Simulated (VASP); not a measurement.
Calculation: PBEsol GGA, VASP's PBE PAW potentials (set 64) (plane waves; VASP).

Input for VASP

INCAR:
```
LWAVE  =  .FALSE.
ISIF  =  2   # forces and stress, cell fixed
NELM  =  100   # most electronic steps
GGA  =  PS
ALGO  =  Normal
ISMEAR  =  -1
ENCUT  =  400
LREAL  =  .FALSE.   # projection in real space or not
SIGMA  =  0.02   # width (eV)
LASPH  =  .TRUE.
LCHARG  =  .FALSE.
SYSTEM  =  C
PREC  =  Accurate
EDIFF  =  1E-6   # SCF stop (eV)
```

**POSCAR**
```
C
1
    0.0000000000     1.7804680000     1.7804680000
    1.7804680000     0.0000000000     1.7804680000
    1.7804680000     1.7804680000     0.0000000000
C
2
Direct
  0.0000000000   0.0000000000   0.0000000000
  0.2500000000   0.2500000000   0.2500000000
```

### KPOINTS
```
K-points
0
gamma
 11 11 11
0 0 0
```

POTCAR, in this order: C (PBE.64 set). Program: vasp_std.

At this cut-off the stress carries a Pulay error, which pulls relaxed volumes low.

### Question
What does the run give for the energy per atom (σ→0), pressure?

### Answer

```yaml
energy per atom (σ→0): -9.628 eV/atom
pressure: -6.07 GPa
```

OSZICAR:
```
...
DAV:   5    -0.199194192763E+02   -0.27129E-07   -0.27129E-07   928   0.324E-03    0.568E+00
DAV:   6    -0.194286931282E+02    0.49073E+00   -0.37121E-01   928   0.471E+00    0.339E+00
DAV:   7    -0.192560576277E+02    0.17264E+00   -0.41621E-01  1048   0.504E+00    0.722E-01
DAV:   8    -0.192561307281E+02   -0.73100E-04   -0.14326E-03   920   0.440E-01    0.302E-02
DAV:   9    -0.192561368730E+02   -0.61450E-05   -0.34159E-05  1296   0.537E-02    0.231E-02
DAV:  10    -0.192561419104E+02   -0.50374E-05   -0.30983E-06   992   0.207E-02    0.417E-03
DAV:  11    -0.192561417935E+02    0.11691E-06   -0.26781E-08   472   0.163E-03
   1 F= -.19256142E+02 E0= -.19256142E+02  d E =-.338989E-10
```

The structure is a typed C crystal (Fd-3m). The cell was not relaxed at this level. The run is one of a series of settings (GGA = PS against the base run), some of them coarse on purpose.
